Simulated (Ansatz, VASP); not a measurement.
# Cross-check of GeN between VASP and Ansatz

Aim: how closely do two programs agree when they are given the same cell, functional and k mesh? The cell is generated by rule, not measured, and may not be a known phase. The cell is taken from a series of runs on this material, whose earlier steps may have relaxed, scaled, displaced or heated it; both programs get it as it stands.

Method: plane waves, with VASP 6.6.1 beside it; single point at RPBE, in Ansatz 0.2.0.

The structure was built from a prototype and need not be the compound's stable phase.

### Step 1. Set-up

The structure is monoclinic, space group C2/m (No. 12). The conventional cell has a = 10.600 Å, b = 3.196 Å, c = 5.536 Å, α = 90.00°, β = 100.02°, γ = 90.00°. Nearest to Ge lie 6 N at 2.26 to 2.29 Å. Ge has 6 N at 2.23 to 2.26 Å nearest. Nearest to N lie 6 Ge at 2.26 Å. Nearest to N lie 6 Ge at 2.23 to 2.29 Å. Nearest to N lie 6 Ge at 2.26 Å. Farther neighbours and most contacts between anions are not listed.

Structure file:

```
Ge N
1.0
     0.00000   -2.26003   -2.26003
     4.52007    2.26003   -2.26003
     2.26003   -4.52007    2.26003
Ge N
4 4
Cartesian
  4.5228 -2.2637 -2.2564
  4.5173 -4.5164 -0.0037
  2.2573 -2.2564 -0.0037
  0.0028 -2.2637 -2.2564
  2.2600 -4.5201 0.0000
  4.5349 0.0263 -2.2863
  4.5201 -2.2600 0.0000
  2.2452 -2.2863 -2.2338
```

### Step 2. Ansatz: single point, RPBE, pair 1

Ansatz runs on its default PAW (the set named soft_2) files.

A single point gives forces, pressure and levels at one fixed geometry, so differences don't come from the geometry; what else differs is listed under the comparison.

Contents of input.yaml:

```yaml
crystal:
  lattice:
    - [0.0, -2.2600334388, -2.2600334388]
    - [4.5200668776, 2.2600334388, -2.2600334388]
    - [2.2600334388, -4.5200668776, 2.2600334388]
  atoms:
    - { symbol: Ge, position: [0.749442566, 0.7500517034, 0.501114868] }
    - { symbol: Ge, position: [0.500557434, 0.4999482966, -0.001114868] }
    - { symbol: Ge, position: [0.250557434, 0.2499482966, 0.498885132] }
    - { symbol: Ge, position: [-0.000557434, 5.17034e-05, 0.001114868] }
    - { symbol: "N", position: [0.625, 0.125, 0.75] }
    - { symbol: "N", position: [0.3770887156, 0.8803615081, 0.2458225687] }
    - { symbol: "N", position: [0.125, 0.625, 0.75] }
    - { symbol: "N", position: [0.8729112844, 0.3696384919, 0.2541774313] }
kpoints:
  mp_grid: { grid: [10, 6, 10] }
hamiltonian:
  xc: rpbe
scf:
  occupations: { method: methfessel_paxton, width: 0.15 }
output:
  forces: true
  stress: true
  eigenvalues: true
```

Launch:

```
> ansatz run input.yaml --threads 4 --pin off --max-ram 7168MiB --backend cpu --events-out ev --progress --plain --runs-dir out
```

Numbers of over 12 decimals in the logs are rounded to 6 here.

The log of the run:

```text
Engine: ansatz 0.2.0, aarch64-unknown-linux-gnu
Pseudopotentials: kind: paw
Pseudopotential: Ge, paw, valence charge 14, recommended cutoff 420 eV (normal), Ge.paw.azcp
Pseudopotential: N, paw, valence charge 5, recommended cutoff 420 eV (normal), N.paw.azcp
Functional definition: RPBE
  parameter kappa = 0.804
  parameter beta = 0.066725
  exchange = rpbe_x(kappa = kappa, mu = beta*pi^2/3)
  correlation = pbe_c(beta = beta)
Crystal: 8 atoms, lattice volume = 92.350 Å³
Basis set: ecut = 420 eV, 1817 PW (Γ), exchange–correlation on 48×80×80 points (8 copies of the dense FFT grid, shifted against one another)
Bands: 46, of which v1, the nominal top of the filled ones, is band 38 counted from 1 (37 counted from 0)
Symmetry: 4 space group operations
Space group: C2/m (ITA 12), of the structure as read, at distance tolerance 4.5e-5 Å
k-points: 172 of 600
Non-local potential: Ge, projectors of the file, l = 0: 2, l = 1: 2, l = 2: 3, l = 3: 1
Non-local potential: N, projectors of the file, l = 0: 2, l = 1: 2, l = 2: 1
PAW form: soft (Blöchl's): semilocal exchange-correlation on the pseudo side does not see the compensation charge
PAW frozen core: Ge, regenerated for the run's functional, and the local potential with it (the file was generated under x = pbe(κ = 0.804, μ = 0.219515), c = pbe(β = 0.066725))
PAW frozen core: N, regenerated for the run's functional, and the local potential with it (the file was generated under x = pbe(κ = 0.804, μ = 0.219515), c = pbe(β = 0.066725))
PAW one-centre angular grid: Ge, 590 points (default); XC on 64 Gauss nodes
PAW one-centre angular grid: N, 110 points (default); XC on 64 Gauss nodes
Initial density: superposition of atomic densities (neutral atoms: chi_scale 0, normalization atom), corrected by the library's trained network
Initial wavefunctions: pseudopotential atomic-orbital guess
Functional: x = rpbe, c = pbe(β = 0.066725)
SCF iter   1: F=—  HF=-18739.148445 eV  |F-HF|=—  |Δ(HF+E_count)|=         —  Δρ=3.89e-3  dr2=6.83e-3  ethr=1.77e-3  ⟨swp⟩=5.4  Hψ=28271  notcnv=0  defer=2
preconditioner: auto → Kerker (q_TF=auto, 2.641 Å⁻¹)  [metal: Δε(μ)=0.010 eV  Ē_g=20.341 eV  σ=0.150 eV  W_gap=0.06  n_scr=28 (ndim 8)  ℏωp=33.7 eV  f_vac=0.000  D(μ)=3.07/eV (n_scr^D=26)]
SCF iter   2: F=—  HF=-18739.145150 eV  |F-HF|=—  |Δ(HF+E_count)|=   3.30e-3  S|Δr|=    0.00e0  Δρ=1.64e-3  dr2=1.05e-3  ethr=8.99e-6  ⟨swp⟩=2.0  Hψ=15820  notcnv=0  defer=3
SCF iter   3: F=—  HF=-18739.145119 eV  |F-HF|=—  |Δ(HF+E_count)|=   3.06e-5  S|Δr|=    0.00e0  Δρ=7.61e-4  dr2=2.07e-4  ethr=1.38e-6  ⟨swp⟩=2.0  Hψ=13903  notcnv=0  defer=3
SCF iter   4: F=—  HF=-18739.145180 eV  |F-HF|=—  |Δ(HF+E_count)|=   6.07e-5  S|Δr|=    0.00e0  Δρ=1.57e-4  dr2=1.97e-5  ethr=2.72e-7  ⟨swp⟩=2.0  Hψ=10652  notcnv=0  defer=3
SCF iter   5: F=—  HF=-18739.145123 eV  |F-HF|=—  |Δ(HF+E_count)|=   5.68e-5  S|Δr|=    0.00e0  Δρ=3.23e-5  dr2=8.86e-7  ethr=2.60e-8  ⟨swp⟩=2.0  Hψ=14075  notcnv=0  defer=3
SCF iter   6: F=-18739.145122 eV  HF=-18739.145122 eV  |F-HF|=9.12e-8  |Δ(HF+E_count)|=   5.07e-7  S|Δr|=    0.00e0  Δρ=8.21e-6  dr2=6.97e-8  ethr=1.32e-10  ⟨swp⟩=7.9  Hψ=33763  notcnv=0
SCF 1 converged in 6 iterations: F = -18739.145122 eV  dr2 = 6.97e-8
  greatest PAW one-centre occupation: 0.999 electrons in one spin orbital (limit 2), on the Ge atom at site 3 (counted from 0), in its partial waves of l = 2
SCF converged after 6 iterations
Stability not checked: this state was not tested for a lower state beside it, because cold or Methfessel-Paxton smearing, or corrected tetrahedra, fill the levels in a way that the test cannot read (fill_not_monotonic; see scf.lower_state_search)
Free energy (F): -18739.145122 eV
Harris-Foulkes:  -18739.145122 eV  (|F-HF|=9.12e-8)
Internal energy: -18739.143994 eV  (E = F + TS)
E sigma→0 (E₀):  -18739.144840 eV
Entropy (-TS):   -0.001128 eV (-0.141 meV/atom)
Fermi energy:    12.917699 eV
Step filling:    the computed levels leave a gap of 0.0010 eV = 0.0 smearing widths at the electron count; against every level under it full and every level over it empty, smearing changes F+E_penalty+E_count by -0.448 meV and its σ→0 estimate by -0.166 meV
--- Per-component energies (eV) ---
  E_band       = -307.366236
  E_kinetic    = 949.719698
  E_local      = -8679.984546  (includes V_loc(G=0)·N_el)
  E_nonlocal   = 1845.246667
  E_hartree    = 3717.328403
  E_xc         = -541.379021
  E_vxc        = -560.751119  (∫ρ·V_xc dr)
  E_paw        = -8602.045131  (= ΣΔE_a)
  E_vpaw       = -1296.250631  (= ΣTr[D̂ρ^β])
  E_aug_tail   = 0.000994  (compensation charges beyond the density's cutoff)
  E_ewald      = -7427.230269
  E_core_change = -0.800789  (= ΣΔE_core)
  E_smearing   = -0.001128  (= −TS)
  E_closure    = 0.000000  (closes the sum)
  Σ components = -18739.145122   (vs F -18739.145122, Δ=0.00e0)
--- Forces (eV/Å), atoms counted from 1 ---
  atom   1  Ge     0.03419024    -0.05424830     0.05424830
  atom   2  Ge    -0.03419024     0.05424830    -0.05424830
  atom   3  Ge    -0.04482415     0.05728148    -0.05728148
  atom   4  Ge     0.04482415    -0.05728148     0.05728148
  atom   5  N     -0.00000000     0.00000000    -0.00000000
  atom   6  N      0.05912735     0.08325006    -0.08325006
  atom   7  N     -0.00000000     0.00000000    -0.00000000
  atom   8  N     -0.05912735    -0.08325006     0.08325006
  max |Σ_I F_I| component: 1.39e-17 eV/Å
--- Stress (GPa, compression-positive) ---
       -0.146000       0.178027      -0.178027
        0.178027       0.255377      -0.128702
       -0.178027      -0.128702       0.255377
  P = ⅓ Tr σ = 0.1216 GPa (1.216 kbar)
--- Band table (eV; the first three rows and the last of 172) ---
  k-point 0: bands = [... 34 lower, 10.2597, 10.3453, 10.3470, 11.6195, 11.6285, 13.6805, 16.0910, 16.7885, ... 4 higher]
  k-point 1: bands = [... 34 lower, 10.3385, 10.3412, 10.6888, 10.8362, 12.4660, 13.6680, 16.1400, 16.4220, ... 4 higher]
  k-point 2: bands = [... 34 lower, 10.2588, 10.3264, 10.3270, 11.3811, 13.3323, 13.6254, 15.5944, 16.2990, ... 4 higher]
  k-point 171: bands = [... 34 lower, 9.4905, 9.6889, 9.9952, 10.0696, 13.3191, 14.1050, 14.9655, 15.6037, ... 4 higher]
```

The run ends at a pressure of 0.12 GPa, with forces up to 0.13 eV/Å.

### Step 3. VASP: single point, RPBE, pair 1

The same cell, functional, mesh and smearing now go to VASP, with its own data sets.

Lines of VASP's logs that name or quote its potential files are left out, and so is its time.

Contents of INCAR:

```
SYSTEM = GeN
PREC = Accurate
ENCUT = 600
EDIFF = 1E-06
NELM = 120
ISMEAR = 1
SIGMA = 0.15
LREAL = .FALSE.
ALGO = Normal
GGA = RP
NBANDS = 47
LORBIT = 11
LWAVE = .FALSE.
LCHARG = .FALSE.
ISIF = 2
LASPH = .TRUE.
GGA_COMPAT = .FALSE.
KPAR = 2
```

Contents of POSCAR:

```
GeN
1.0
    0.0000000000     -2.2600334388     -2.2600334388
    4.5200668776      2.2600334388     -2.2600334388
    2.2600334388     -4.5200668776      2.2600334388
Ge N
4 4
Direct
    0.7494425660      0.7500517034      0.5011148680
    0.5005574340      0.4999482966      0.9988851320
    0.2505574340      0.2499482966      0.4988851320
    0.9994425660      0.0000517034      0.0011148680
    0.6250000000      0.1250000000      0.7500000000
    0.3770887156      0.8803615081      0.2458225687
    0.1250000000      0.6250000000      0.7500000000
    0.8729112843      0.3696384919      0.2541774313
```

Contents of KPOINTS:

```
Automatic mesh
0
Gamma
10 6 10
0 0 0
```

Potentials, in the order of the species: Ge_d and N (PBE family, release 64).

Launch:

```
> mpirun -np 2 vasp_std
```

The log of the run:

```text
[banner, memory and clock lines left out]
running    2 mpi-ranks, on    1 nodes
 distrk:  each k-point on    1 cores,    2 groups
 distr:  one band on    1 cores,    1 groups

 POSCAR found type information on POSCAR GeN
 POSCAR found :  2 types and       8 ions
|                                                                             |
|               ----> ADVICE to this user running VASP <----                  |
|                                                                             |
|     You enforced a specific xc type in the INCAR file but a different       |
|     [... a line on the potential file left out ...]
|     I HOPE YOU KNOW WHAT YOU ARE DOING!                                     |
|                                                                             |

 LDA part: xc-table for (Slater+PW92), standard interpolation
 POSCAR, INCAR and KPOINTS ok, starting setup
 FFT: planning ... GRIDC
 FFT: planning ... GRID_SOFT
 FFT: planning ... GRID
 WAVECAR not read
 entering main loop
       N       E                     dE             d eps       ncg     rms          rms(c)
DAV:   1     0.987667494799E+03    0.98767E+03   -0.37093E+04 21415   0.488E+03
DAV:   2     0.165041079937E+03   -0.82263E+03   -0.78471E+03 16176   0.116E+03
DAV:   3    -0.273555034280E+02   -0.19240E+03   -0.18491E+03 17567   0.283E+02
DAV:   4    -0.469002248059E+02   -0.19545E+02   -0.19148E+02 20910   0.912E+01
DAV:   5    -0.474210481650E+02   -0.52082E+00   -0.51809E+00 19313   0.169E+01    0.125E+01
DAV:   6    -0.427096213771E+02    0.47114E+01   -0.21126E+01 22656   0.291E+01    0.451E+00
DAV:   7    -0.428472772020E+02   -0.13766E+00   -0.23746E+00 18389   0.821E+00    0.295E+00
DAV:   8    -0.428657922387E+02   -0.18515E-01   -0.51383E-01 22612   0.658E+00    0.107E+00
DAV:   9    -0.428320477136E+02    0.33745E-01   -0.15666E-01 22694   0.344E+00    0.240E-01
DAV:  10    -0.428330204149E+02   -0.97270E-03   -0.10111E-02 21302   0.971E-01    0.146E-01
DAV:  11    -0.428335496128E+02   -0.52920E-03   -0.15564E-03 21439   0.557E-01    0.650E-02
DAV:  12    -0.428334558813E+02    0.93731E-04   -0.74006E-04 21528   0.354E-01    0.196E-02
DAV:  13    -0.428334556487E+02    0.23263E-06   -0.11592E-04 22298   0.135E-01    0.144E-02
DAV:  14    -0.428334535440E+02    0.21047E-05   -0.10232E-05 19161   0.277E-02    0.596E-03
DAV:  15    -0.428334531420E+02    0.40201E-06   -0.37866E-06 14310   0.106E-02
   1 F= -.42833453E+02 E0= -.42833088E+02  d E =-.109647E-02
```

From OUTCAR (step 3):

```text
ion  position               nearest neighbor table
   1  0.749  0.750  0.501-   7 2.26   7 2.26   5 2.26   8 2.28   6 2.29   6 2.29
   2  0.501  0.500  0.999-   7 2.26   7 2.26   5 2.26   6 2.28   8 2.29   8 2.29
   3  0.251  0.250  0.499-   8 2.23   8 2.23   6 2.24   7 2.26   5 2.26   5 2.26
   4  0.999  0.000  0.001-   6 2.23   6 2.23   8 2.24   7 2.26   5 2.26   5 2.26
   5  0.625  0.125  0.750-   1 2.26   2 2.26   3 2.26   3 2.26   4 2.26   4 2.26
   6  0.377  0.880  0.246-   4 2.23   4 2.23   3 2.24   2 2.28   1 2.29   1 2.29
   7  0.125  0.625  0.750-   1 2.26   1 2.26   2 2.26   2 2.26   4 2.26   3 2.26
   8  0.873  0.370  0.254-   3 2.23   3 2.23   4 2.24   1 2.28   2 2.29   2 2.29

  LATTYP: Found a base centered monoclinic cell.
 ALAT       =    10.6004964591
 B/A-ratio  =     0.3015113446
 C/A-ratio  =     0.5222329679
 COS(beta)  =    -0.1740776560

 Subroutine GETGRP returns: Found  4 space group operations
 (whereof  2 operations were pure point group operations)

The static configuration has the point symmetry C_1h.
 The point group associated with its full space group is C_2h.

 Found    172 irreducible k-points:

   k-points           NKPTS =    172   k-points in BZ     NKDIM =    172   number of bands    NBANDS=     47

   dimension x,y,z NGX =    28 NGY =   48 NGZ =   48
   dimension x,y,z NGXF=    56 NGYF=   96 NGZF=   96

   ENCUT  =  600.0 eV  44.10 Ry    6.64 a.u.   6.38 11.06 11.06*2*pi/ulx,y,z

   NELECT =      76.0000    total number of electrons

 k-points in reciprocal lattice and weights: Automatic mesh
   0.00000000  0.00000000  0.00000000       0.002
   0.10000000  0.00000000 -0.00000000       0.007
   0.20000000  0.00000000 -0.00000000       0.007
   0.30000000  0.00000000  0.00000000       0.007
   0.40000000  0.00000000 -0.00000000       0.007
   0.50000000  0.00000000  0.00000000       0.003
   0.00000000  0.16666667  0.00000000       0.003
   0.10000000  0.16666667  0.00000000       0.007
   0.20000000  0.16666667  0.00000000       0.007
[...]
0.00000000  0.33333333  0.50000000       0.003
   0.00000000  0.50000000  0.50000000       0.002

 average (electrostatic) potential at core
       1 -71.8827       2 -71.8827       3 -71.9700       4 -71.9700       5 -61.4428
       6 -61.4293       7 -61.4212       8 -61.4293

 E-fermi :   8.4531

 k-point     1 :       0.0000    0.0000    0.0000
  band No.  band energies     occupation
    ...
     35       5.7989      2.00000
     36       5.8813      2.00000
     37       5.8830      2.00000
     38       7.1525      2.00000
     39       7.1618      2.00000
     40       9.2199     -0.00000
     41      11.6295      0.00000
     42      12.3189      0.00000
     43      12.3364      0.00000
     44      12.7779      0.00000
    ...

 k-point     2 :       0.1000    0.0000   -0.0000
  band No.  band energies     occupation
    ...
     35       5.6821      2.00000
     36       5.8105      2.00000
     37       6.7914      2.00000
     38       7.5509      2.00000
     39       8.2602      2.06985
     40       9.8166     -0.00000
     41      10.4147     -0.00000
     42      12.0165      0.00000
     43      12.6392      0.00000
     44      12.9026      0.00000
    ...

 k-point     3 :       0.2000    0.0000   -0.0000
  band No.  band energies     occupation
    ...
     34       5.0049      2.00000
     35       5.2906      2.00000
     36       5.8309      2.00000
     37       8.0155      2.00030
     38       8.3123      2.03493
     39       8.7937     -0.00606
     40       9.2820     -0.00000
     41      10.8593     -0.00000
     42      11.6543      0.00000
     43      12.5323      0.00000
    ...

  Total       -0.0590958      0.1670343      0.1670343      0.1043756     -0.0766327     -0.1043755
  in kB       -1.0252571      2.8978886      2.8978886      1.8108185     -1.3295048     -1.8108171
  external PRESSURE =       1.5901734 kB  Pullay stress =       0.0000000 kB

  energy-cutoff  :      600.00
  volume of cell :       92.35
      direct lattice vectors                 reciprocal lattice vectors
     0.000000000 -2.260033439 -2.260033439    -0.055308916 -0.165926748 -0.276544581
     4.520066878  2.260033439 -2.260033439     0.165926748  0.055308916 -0.055308916
     2.260033439 -4.520066878  2.260033439     0.110617832 -0.110617832  0.110617832

 POSITION                                       TOTAL-FORCE (eV/Angst)
 -----------------------------------------------------------------------------------
      4.52282     -2.26370     -2.25637         0.033334     -0.053532      0.053532
      4.51731     -4.51640     -0.00366        -0.033334      0.053532     -0.053532
      2.25728     -2.25637     -0.00366        -0.044053      0.056797     -0.056797
      0.00275     -2.26370     -2.25637         0.044053     -0.056797      0.056797
      2.26003     -4.52007     -0.00000        -0.000000     -0.000000      0.000000
      4.53486      0.02628     -2.28631         0.058602      0.082963     -0.082963
      4.52007     -2.26003     -0.00000        -0.000000     -0.000000      0.000000
      2.24524     -2.28631     -2.23375        -0.058602     -0.082963      0.082963
 -----------------------------------------------------------------------------------
    total drift:                                0.000000     -0.000000     -0.000000

  FREE ENERGIE OF THE ION-ELECTRON SYSTEM (eV)
  ---------------------------------------------------
  free  energy   TOTEN  =       -42.8334531420 eV

  energy  without entropy=      -42.8323566731  energy(sigma->0) =      -42.83308765

 total charge
# of ion       s       p       d       tot
------------------------------------------
    1        1.252   0.797  10.111  12.160
    2        1.252   0.797  10.111  12.160
    3        1.212   0.829  10.124  12.165
    4        1.212   0.829  10.124  12.165
    5        1.293   2.283   0.000   3.576
    6        1.292   2.286   0.000   3.578
    7        1.291   2.288   0.000   3.579
    8        1.292   2.286   0.000   3.578
--------------------------------------------------
tot         10.097  12.395  40.471  62.962

[... 3 further parts left out ...]
```

The run ends at a pressure of 0.16 GPa, with forces up to 0.13 eV/Å.

### Step 4. Differences

Known differences besides the potentials themselves: the cutoff is 420 eV in Ansatz and 600 eV in VASP; Ansatz makes its cores anew for this functional, VASP keeps those of its PBE data sets. Total energies have different zeros and are not compared.

The two programs side by side:

```tsv
quantity	Ansatz	VASP	difference
pressure (GPa)	0.12	0.16	-0.04
```

Forces (eV/Å; atoms numbered as in POSCAR):

```tsv
atom	Ansatz x, y, z	VASP x, y, z
Ge1	0.034, -0.054, 0.054	0.033, -0.054, 0.054
Ge2	-0.034, 0.054, -0.054	-0.033, 0.054, -0.054
Ge3	-0.045, 0.057, -0.057	-0.044, 0.057, -0.057
Ge4	0.045, -0.057, 0.057	0.044, -0.057, 0.057
N5	0.000, 0.000, 0.000	0.000, 0.000, 0.000
N6	0.059, 0.083, -0.083	0.059, 0.083, -0.083
N7	0.000, 0.000, 0.000	0.000, 0.000, 0.000
N8	-0.059, -0.083, 0.083	-0.059, -0.083, 0.083
```

The forces differ by 0.5 meV/Å r.m.s., which is 1.0 % of the r.m.s. force of 0.052 eV/Å (both taken over all components).

[end of part 1 of 2]

[Lines on the potential files, build, host, timing and source positions are cut from VASP's logs without a mark.]

[Logs are printed without paths, hosts, clocks, repeated set-up lines and the standing remarks that a program may print on its own settings, such as how far it seeks lower states.]

[Hosts, paths, dates, database ids (printed as entryN), source tags and the programs' standing remarks are cut or masked in the printed files.]
